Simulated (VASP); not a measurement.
```
CELL_PARAMETERS angstrom
      0.00000     2.10037     2.10037
      2.10037     0.00000     2.10037
      2.10037     2.10037     0.00000
ATOMIC_POSITIONS crystal
  Au 0.00000 0.00000 0.00000
```

Computed with optB86b-vdW, VASP's PBE PAW potentials (set 64) (plane waves; VASP 6.6.1). Numerical set-up: 520 eV cut-off, 15×15×15 Γ-centred mesh, first-order Methfessel-Paxton smearing of 0.10 eV, potentials Au.

Problem. Give the stress tensor in GPa (positive for a compressed cell).

Solution. 
```
-7.87   0.00   0.00
 0.00  -7.87   0.00
 0.00   0.00  -7.87
```
The pressure is its mean diagonal, -7.87 GPa.

The compound is Au in the fcc structure. This cell is one point of a volume scan, at 1.06 of the reference volume.
